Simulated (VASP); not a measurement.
Level of theory: PBEsol GGA, VASP's PBE PAW potentials (set 64) (plane waves; VASP).

The input files of a VASP run:

**POSCAR**
```
SrO
1
   -0.0000000000     2.5669795706     2.5669795706
    2.5669795706     0.0000000000     2.5669795706
    2.5669795706     2.5669795706     0.0000000000
Sr O
1 1
Direct
  0.0000000000   0.0000000000   0.0000000000
  0.5000000000   0.5000000000   0.5000000000
```

**KPOINTS**
```
Automatic mesh
0
Gamma
8 8 8
0 0 0
```

INCAR:
```
# general
SYSTEM  = SrO
PREC    = Accurate
ENCUT   = 600
LREAL   = .FALSE.   # projection in real space or not
LASPH   = .TRUE.   # aspherical one-centre terms

# electronic loop
EDIFF   = 1E-7   # SCF stop (eV)
NELM    = 100
ALGO    = Normal   # blocked Davidson
LMAXMIX = 4

# smearing
ISMEAR  = 0   # Gaussian
SIGMA   = 0.05   # width (eV)

# functional
GGA     = PS

# ions
ISIF    = 2   # forces and stress, cell fixed

# output
LWAVE   = .FALSE.
LCHARG  = .FALSE.
```

POTCAR, in this order: Sr_sv O (PBE.64 set). Program: vasp_std.

### Question
What does the run give for the energy per atom (σ→0), band gap (on the k-mesh)?

### Answer

energy per atom (σ→0): -6.321 eV/atom
band gap (on the k-mesh): 3.15 eV

File OSZICAR:
```
...
DAV:   8    -0.126409123134E+02    0.23992E-01   -0.14025E-01   732   0.412E+00    0.782E-01
DAV:   9    -0.126407750909E+02    0.13722E-03   -0.11751E-02  1012   0.911E-01    0.216E-01
DAV:  10    -0.126410583300E+02   -0.28324E-03   -0.80266E-04   752   0.285E-01    0.671E-02
DAV:  11    -0.126411241737E+02   -0.65844E-04   -0.90445E-05   788   0.884E-02    0.345E-02
DAV:  12    -0.126411318443E+02   -0.76706E-05   -0.98198E-06  1000   0.302E-02    0.184E-02
DAV:  13    -0.126411310779E+02    0.76638E-06   -0.15290E-06   868   0.142E-02    0.237E-03
DAV:  14    -0.126411310005E+02    0.77400E-07   -0.19538E-07   652   0.415E-03
   1 F= -.12641131E+02 E0= -.12641131E+02  d E =-.116839E-23
```

The compound is SrO in the rock salt structure. It was relaxed first.
